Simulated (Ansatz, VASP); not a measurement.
# Ru in two plane-wave programs

Aim: how closely do two programs agree when they are given the same cell, functional and k mesh? The cell is a member of a volume series, scaled by 0.98 from a relaxed one, so a pressure remains.

Calculated with Ansatz 0.2.0; plane waves, with VASP 6.6.1 beside it; zone-centre phonons at LDA.

**1. Set-up**

Symmetry: P6_3/mmc, No. 194, hexagonal system. The conventional cell has a = 2.657 Å, b = 2.657 Å, c = 4.205 Å, α = 90.00°, β = 90.00°, γ = 120.00°. Ru has 12 Ru at 2.60 to 2.66 Å nearest.

**2. VASP: zone-centre phonons, LDA, volume scaled by 0.98**

Second derivatives magnify differences that forces hide, and they need a tight electronic threshold.

Lines of VASP's logs that name or quote its potential files are left out, and so is its time.

INCAR

```
SYSTEM = Ru
PREC = Accurate
ENCUT = 500
EDIFF = 1E-08
NELM = 100
ISMEAR = 1
SIGMA = 0.15
LREAL = .FALSE.
ALGO = Normal
GGA = CA
NBANDS = 20
LASPH = .TRUE.
LORBIT = 11
LWAVE = .FALSE.
LCHARG = .FALSE.
KPAR = 4
IBRION = 8
ISIF = 2
```

POSCAR

```
Ru
1.0
    2.6573736788      0.0000000000      0.0000000000
   -1.3286868394      2.3013531155      0.0000000000
    0.0000000000      0.0000000000      4.2048884676
Ru
2
Direct
    0.3333333300      0.6666666700      0.2500000000
    0.6666666700      0.3333333300      0.7500000000
```

KPOINTS

```
Automatic mesh
0
Gamma
22 22 12
0 0 0
```

The projector-augmented-wave data sets are Ru_pv (LDA family, release 64).

On the command line:

```bash
$ mpirun -np 4 vasp_std
```

Numbers of over 12 decimals in the logs are rounded to 6 here.

Log:

```text
[banner, memory and clock lines left out]
running    4 mpi-ranks, on    1 nodes
 distrk:  each k-point on    1 cores,    4 groups
 distr:  one band on    1 cores,    1 groups

 POSCAR found type information on POSCAR Ru
 POSCAR found :  1 types and       2 ions
 LDA part: xc-table for (Slater(with rela. corr.)+CA(PZ))
 , standard interpolation
 POSCAR, INCAR and KPOINTS ok, starting setup
 FFT: planning ... GRIDC
 FFT: planning ... GRID_SOFT
 FFT: planning ... GRID
 WAVECAR not read
 entering main loop
       N       E                     dE             d eps       ncg     rms          rms(c)
DAV:   1     0.281529964553E+03    0.28153E+03   -0.17297E+04 14592   0.153E+03
DAV:   2    -0.167410154020E+02   -0.29827E+03   -0.28984E+03 14920   0.458E+02
DAV:   3    -0.227593975336E+02   -0.60184E+01   -0.59685E+01 16708   0.727E+01
DAV:   4    -0.228074671040E+02   -0.48070E-01   -0.48010E-01 18508   0.611E+00
DAV:   5    -0.228081497181E+02   -0.68261E-03   -0.68019E-03 16392   0.636E-01    0.210E+01
DAV:   6    -0.214889637038E+02    0.13192E+01   -0.29983E+00 16840   0.172E+01    0.609E+00
DAV:   7    -0.213928026663E+02    0.96161E-01   -0.55478E-01 16452   0.546E+00    0.118E+00
DAV:   8    -0.213820838734E+02    0.10719E-01   -0.25593E-02 16348   0.147E+00    0.361E-01
DAV:   9    -0.213814372699E+02    0.64660E-03   -0.10543E-03 16604   0.361E-01    0.311E-02
DAV:  10    -0.213814555827E+02   -0.18313E-04   -0.10528E-04 16300   0.106E-01    0.243E-02
DAV:  11    -0.213814532298E+02    0.23529E-05   -0.16932E-05 16256   0.405E-02    0.132E-03
DAV:  12    -0.213814532001E+02    0.29721E-07   -0.27122E-07 16696   0.478E-03    0.128E-03
DAV:  13    -0.213814532014E+02   -0.12969E-08   -0.47953E-09 10456   0.706E-04
   1 F= -.21381453E+02 E0= -.21381845E+02  d E =0.117507E-02
 Linear response reoptimize wavefunctions to high precision
DAV:   1    -0.213814532050E+02   -0.36512E-08   -0.43613E-10  9896   0.215E-04
DAV:   2    -0.213814532050E+02    0.63665E-11   -0.30159E-11  9348   0.586E-05
 Linear response DOF=           2
 Linear response progress:
  Degree of freedom:   1/  2
       N       E                     dE             d eps       ncg     rms          rms(c)
RMM:   1    -0.502443755223E+00   -0.50244E+00    0.33100E+00 68922   0.593E+01
RMM:   2    -0.604346026263E+00   -0.10190E+00   -0.11564E-01 94554   0.287E+00    0.145E-01
RMM:   3    -0.603096105757E+00    0.12499E-02   -0.35122E-03107859   0.497E-01    0.649E-02
RMM:   4    -0.601893967850E+00    0.12021E-02   -0.44401E-04108350   0.170E-01    0.242E-02
RMM:   5    -0.601718268517E+00    0.17570E-03   -0.86526E-05132497   0.436E-02    0.983E-03
RMM:   6    -0.601636731334E+00    0.81537E-04   -0.79766E-05118454   0.127E-02    0.496E-03
RMM:   7    -0.601634523653E+00    0.22077E-05   -0.53104E-05118136   0.691E-03    0.744E-04
RMM:   8    -0.601654417438E+00   -0.19894E-04   -0.33418E-05141500   0.247E-03    0.344E-04
RMM:   9    -0.601662628801E+00   -0.82114E-05   -0.16209E-05127141   0.107E-03    0.586E-05
RMM:  10    -0.601662536445E+00    0.92356E-07   -0.87177E-06145877   0.553E-04    0.215E-05
RMM:  11    -0.601662997186E+00   -0.46074E-06   -0.44831E-06126702   0.319E-04    0.845E-06
RMM:  12    -0.601663010499E+00   -0.13313E-07   -0.26873E-06141273   0.208E-04    0.438E-06
RMM:  13    -0.601663004069E+00    0.64303E-08   -0.15777E-06141772   0.151E-04    0.122E-06
RMM:  14    -0.601663031261E+00   -0.27192E-07   -0.10219E-06155623   0.120E-04    0.943E-07
RMM:  15    -0.601663055324E+00   -0.24063E-07   -0.66669E-07148056   0.103E-04    0.225E-07
RMM:  16    -0.601663057841E+00   -0.25172E-08   -0.43606E-07149363   0.917E-05    0.265E-07
RMM:  17    -0.601663066258E+00   -0.84171E-08   -0.32547E-07145137   0.857E-05    0.105E-07
RMM:  18    -0.601663071779E+00   -0.55206E-08   -0.26013E-07138539   0.817E-05    0.926E-08
 first order change of Fermi-energy  -0.13559E-05
 force on displaced ion       1 direction 1 :  -9.244   0.001   0.000
 Linear response progress:
  Degree of freedom:   2/  2
       N       E                     dE             d eps       ncg     rms          rms(c)
RMM:   1    -0.621261847806E+00   -0.62126E+00    0.38594E+00 22823   0.601E+01
RMM:   2    -0.736102911823E+00   -0.11484E+00   -0.13211E-01 31477   0.301E+00    0.145E-01
RMM:   3    -0.735983534737E+00    0.11938E-03   -0.16955E-03 35968   0.470E-01    0.730E-02
RMM:   4    -0.735411020067E+00    0.57251E-03   -0.31881E-04 35294   0.163E-01    0.220E-02
RMM:   5    -0.735282478640E+00    0.12854E-03    0.21702E-04 42165   0.524E-02    0.173E-02
RMM:   6    -0.735255286075E+00    0.27193E-04   -0.74331E-05 38189   0.192E-02    0.104E-02
RMM:   7    -0.735194291569E+00    0.60995E-04   -0.67117E-05 36979   0.978E-03    0.253E-03
RMM:   8    -0.735186213197E+00    0.80784E-05   -0.22174E-05 43078   0.417E-03    0.689E-04
RMM:   9    -0.735192943441E+00   -0.67302E-05   -0.85082E-06 41606   0.157E-03    0.101E-04
RMM:  10    -0.735194355111E+00   -0.14117E-05   -0.70994E-06 41455   0.664E-04    0.374E-05
RMM:  11    -0.735195130483E+00   -0.77537E-06   -0.51833E-06 44199   0.365E-04    0.119E-05
RMM:  12    -0.735195336945E+00   -0.20646E-06   -0.38667E-06 42316   0.238E-04    0.479E-06
RMM:  13    -0.735195277427E+00    0.59518E-07   -0.22890E-06 48607   0.164E-04    0.170E-06
RMM:  14    -0.735195295440E+00   -0.18013E-07   -0.17673E-06 48114   0.125E-04    0.134E-06
RMM:  15    -0.735195283700E+00    0.11740E-07   -0.12412E-06 48334   0.106E-04    0.114E-06
RMM:  16    -0.735195278317E+00    0.53834E-08   -0.86668E-07 47492   0.958E-05    0.402E-07
RMM:  17    -0.735195260013E+00    0.18303E-07   -0.62673E-07 41927   0.876E-05    0.506E-07
RMM:  18    -0.735195262215E+00   -0.22018E-08   -0.47360E-07 40687   0.835E-05    0.305E-07
RMM:  19    -0.735195261752E+00    0.46284E-09   -0.38914E-07 45188   0.811E-05    0.480E-07
RMM:  20    -0.735195256749E+00    0.50033E-08   -0.30749E-07 38500   0.789E-05    0.358E-07
RMM:  21    -0.735195255177E+00    0.15715E-08   -0.30299E-07 37876   0.776E-05    0.319E-07
RMM:  22    -0.735195255795E+00   -0.61765E-09   -0.23854E-07 37337   0.771E-05    0.259E-07
RMM:  23    -0.735195254401E+00    0.13939E-08   -0.24930E-07 37240   0.767E-05    0.310E-07
 first order change of Fermi-energy   0.86578E-04
 force on displaced ion       1 direction 3 :  -0.000   0.000 -15.438
 Linear response finished
```

From OUTCAR (step 2):

```text
ion  position               nearest neighbor table
   1  0.333  0.667  0.250-   2 2.60   2 2.60   2 2.60   2 2.60   2 2.60   2 2.60
   2  0.667  0.333  0.750-   1 2.60   1 2.60   1 2.60   1 2.60   1 2.60   1 2.60

  LATTYP: Found a hexagonal cell.
 ALAT       =     2.6573736788
 C/A-ratio  =     1.5823474512

 Subroutine GETGRP returns: Found 24 space group operations
 (whereof 12 operations were pure point group operations)

The static configuration has the point symmetry D_3d.
 The point group associated with its full space group is D_6h.

 Found    364 irreducible k-points:

   k-points           NKPTS =    364   k-points in BZ     NKDIM =    364   number of bands    NBANDS=     20

   dimension x,y,z NGX =    20 NGY =   20 NGZ =   32
   dimension x,y,z NGXF=    40 NGYF=   40 NGZF=   64

   ENCUT  =  500.0 eV  36.75 Ry    6.06 a.u.   4.85  4.85  7.67*2*pi/ulx,y,z

   NELECT =      28.0000    total number of electrons

 k-points in reciprocal lattice and weights: Automatic mesh
   0.00000000  0.00000000  0.00000000       0.000
   0.04545455  0.00000000  0.00000000       0.001
   0.09090909  0.00000000  0.00000000       0.001
   0.13636364  0.00000000  0.00000000       0.001
   0.18181818  0.00000000  0.00000000       0.001
   0.22727273 -0.00000000  0.00000000       0.001
   0.27272727 -0.00000000  0.00000000       0.001
   0.31818182  0.00000000  0.00000000       0.001
   0.36363636  0.00000000  0.00000000       0.001
[...]
0.36363636  0.27272727  0.50000000       0.001
   0.31818182  0.31818182  0.50000000       0.001

 average (electrostatic) potential at core
       1 -66.4975       2 -66.4975

  Total        1.3015515      1.3015515      1.1356718      0.0000000     -0.0000000      0.0000000
  in kB       81.0926653     81.0926655     70.7575943      0.0000000     -0.0000000      0.0000000
  external PRESSURE =      77.6476417 kB  Pullay stress =       0.0000000 kB

  energy-cutoff  :      500.00
  volume of cell :       25.72
      direct lattice vectors                 reciprocal lattice vectors
     2.657373679  0.000000000  0.000000000     0.376311396  0.217263486  0.000000000
    -1.328686839  2.301353115  0.000000000     0.000000000  0.434526972  0.000000000
     0.000000000  0.000000000  4.204888468     0.000000000  0.000000000  0.237818436

 POSITION                                       TOTAL-FORCE (eV/Angst)
 -----------------------------------------------------------------------------------
     -0.00000      1.53424      1.05122         0.000000      0.000000      0.000000
      1.32869      0.76712      3.15367        -0.000000      0.000000      0.000000
 -----------------------------------------------------------------------------------
    total drift:                               -0.000004      0.000002     -0.000000

 Eigenvectors and eigenvalues of the dynamical matrix
 ----------------------------------------------------

   1 f  =    8.640605 THz    54.290524 2PiTHz  288.219570 cm-1    35.734656 meV
             X         Y         Z           dx          dy          dz
     -0.000000  1.534235  1.051222     0.000000   -0.000000    0.707107
      1.328687  0.767118  3.153666     0.000000    0.000000   -0.707107

   2 f  =    6.686226 THz    42.010795 2PiTHz  223.028483 cm-1    27.651995 meV
             X         Y         Z           dx          dy          dz
     -0.000000  1.534235  1.051222     0.000000   -0.707107   -0.000000
      1.328687  0.767118  3.153666    -0.000000    0.707107    0.000000

   3 f  =    6.686226 THz    42.010795 2PiTHz  223.028483 cm-1    27.651995 meV
             X         Y         Z           dx          dy          dz
     -0.000000  1.534235  1.051222     0.707107    0.000000    0.000000
      1.328687  0.767118  3.153666    -0.707107    0.000000    0.000000

   4 f  =    0.000000 THz     0.000001 2PiTHz    0.000004 cm-1     0.000001 meV
             X         Y         Z           dx          dy          dz
     -0.000000  1.534235  1.051222    -0.440829    0.063849    0.549175
      1.328687  0.767118  3.153666    -0.440829    0.063849    0.549175

   5 f/i=    0.000000 THz     0.000000 2PiTHz    0.000000 cm-1     0.000000 meV
             X         Y         Z           dx          dy          dz
     -0.000000  1.534235  1.051222    -0.474648    0.316471   -0.417799
      1.328687  0.767118  3.153666    -0.474648    0.316471   -0.417799

   6 f/i=    0.000000 THz     0.000001 2PiTHz    0.000006 cm-1     0.000001 meV
             X         Y         Z           dx          dy          dz
     -0.000000  1.534235  1.051222    -0.283513   -0.629102   -0.154437
      1.328687  0.767118  3.153666    -0.283513   -0.629102   -0.154437

 ELASTIC MODULI CONTR FROM IONIC RELAXATION (kBar)
 Direction    XX          YY          ZZ          XY          YZ          ZX
 --------------------------------------------------------------------------------
 XX         -51.4649     51.4649     -0.0000     -0.0000      0.0000      0.0000
 YY          51.4649    -51.4649      0.0000      0.0000      0.0000      0.0000
 ZZ          -0.0000      0.0000     -0.0000     -0.0000      0.0000      0.0000
 XY          -0.0000      0.0000     -0.0000    -51.4649      0.0000      0.0000
 YZ           0.0000      0.0000      0.0000      0.0000      0.0000      0.0000
 ZX           0.0000      0.0000      0.0000      0.0000      0.0000      0.0000
 --------------------------------------------------------------------------------
```

(Part 1 of 2 ends here.)

[Lines on the potential files, build, host, timing and source positions are cut from VASP's logs without a mark.]

[Logs are printed without paths, hosts, clocks, repeated set-up lines and the standing remarks that a program may print on its own settings, such as how far it seeks lower states.]

[Hosts, paths, dates, database ids (printed as entryN), source tags and the programs' standing remarks are cut or masked in the printed files.]
